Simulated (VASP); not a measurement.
Data:

```xyz
1
Lattice="-2.1746 2.1746 2.1746 2.1746 -2.1746 2.1746 2.1746 2.1746 -2.1746" Properties=species:S:1:pos:R:3 pbc="T T T"
Eu     0.0000     0.0000     0.0000
```

Computed with AM05 GGA, VASP's PBE PAW potentials (set 64) (plane waves; VASP). Settings: 520 eV cut-off, Gaussian smearing of 0.050 eV, potentials Eu_2.

The 4f electrons are frozen in the core of the lanthanide potential, so 4f levels, which can set the real gap, and their magnetism are missing.

### Question
Give the energies of bands 4 to 7 at the high-symmetry points, in eV from the Fermi level.

### Answer

| band | Γ | H | N | P |
|---|---|---|---|---|
| 4 | -3.89 | -0.58 | -1.18 | 0.70 |
| 5 | 2.65 | -0.58 | 1.12 | 0.70 |
| 6 | 2.65 | 5.61 | 1.41 | 0.70 |
| 7 | 2.65 | 5.61 | 4.41 | 4.78 |

It has no gap at this level: it comes out as a metal or semimetal.

The compound is Eu in the bcc structure. It was relaxed first, which changed the volume by -14 %.
